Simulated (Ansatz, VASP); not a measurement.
One calculation of NaCu, two programs

```
CELL_PARAMETERS angstrom
2.94224 0.00000 0.00000
0.00000 2.94224 0.00000
0.00000 0.00000 4.04091
ATOMIC_POSITIONS crystal
Na 0.00000 0.00000 0.00000
Cu 0.50000 0.50000 0.50000
```

The cell was built by a generator and needn't be a form met in nature.

Alike in both runs: task band structure; functional LDA; k mesh 9 × 9 × 7; occupations fermi-dirac, width 0.05 eV; no spin polarisation.

```csv
,VASP,Ansatz
version,VASP 6.6.1,Ansatz 0.2.0
potentials or method,"VASP PAW LDA potentials, release 64 (Na_pv, Cu)",Ansatz PAW
plane-wave cutoff (eV),520,420
valence electrons in the cell,18,28
```

|  | VASP | Ansatz | Ansatz less VASP |
| --- | --- | --- | --- |
| gap on the k mesh at the Fermi level (eV) | none | none | - |
| pressure (GPa) | -1.7 | -1.9 | -0.19 |
| largest component of the traceless stress (GPa) | 2.39 | 2.45 | +0.063 |

A gap of «none» marks a metal or a gap that the smearing closes. The two sets of potentials don't hold the same shells in valence.

Caveats: the PAW data sets come from PBE, with cores solved anew for the run's functional, which leaves a small shift of forces and pressure (Ansatz).
